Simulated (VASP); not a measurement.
Runs of VASP 6.6.1 on HPbNO4. The typed cell holds 7 atoms: a = 3.857 Å, b = 4.338 Å, c = 5.984 Å, α = 81.87°, β = 83.26°, γ = 87.68°. The cell was built by a generator and needn't be a form met in nature.

```csv
task,level,cell,k mesh,cutoff (eV),smearing,grid for exact exchange (PRECFOCK),exchange at q = 0,mesh quality,gap on the mesh (eV),pressure (GPa),largest force (eV/Å)
density of states,B3LYP,as given,4 × 3 × 3,520,tetrahedron,Fast,truncated,coarse,1.38,-2.5,0.44
relaxation of cell and atoms,PBE,relaxed,7 × 6 × 5,600,fermi-dirac 0.05 eV,-,-,not flagged,(a),0.0,0.02
electric field gradients,PBE,as given,7 × 6 × 5,520,fermi-dirac 0.05 eV,-,-,not flagged,0.36,0.6,0.62
electrostatic potential,PBE,as given,7 × 6 × 5,520,fermi-dirac 0.05 eV,-,-,not flagged,0.36,0.6,0.62
density of states,PBE0,as given,4 × 3 × 3,520,tetrahedron,Fast,truncated,coarse,1.62,(b),0.72
```

Alike in all rows: potentials or basis VASP PAW PBE potentials, release 64 (H, Pb_d, N, O); no spin polarisation.

Question: Fill in the values left out.

Answer: (a) 0.40; (b) -5.8.

Caveats: some runs use coarse meshes; the standard files for N, O and F lose accuracy on very short bonds; spin-orbit coupling is left out, which as a rule narrows the gap of such compounds by several tenths of an eV; an odd mesh through Γ misses points on the zone boundary, where band edges often lie; the PAW data sets were made with another functional, which shifts forces and pressure a little (some runs).

A k mesh can miss the band edges, and the runs leave out spin-orbit coupling on Pb.
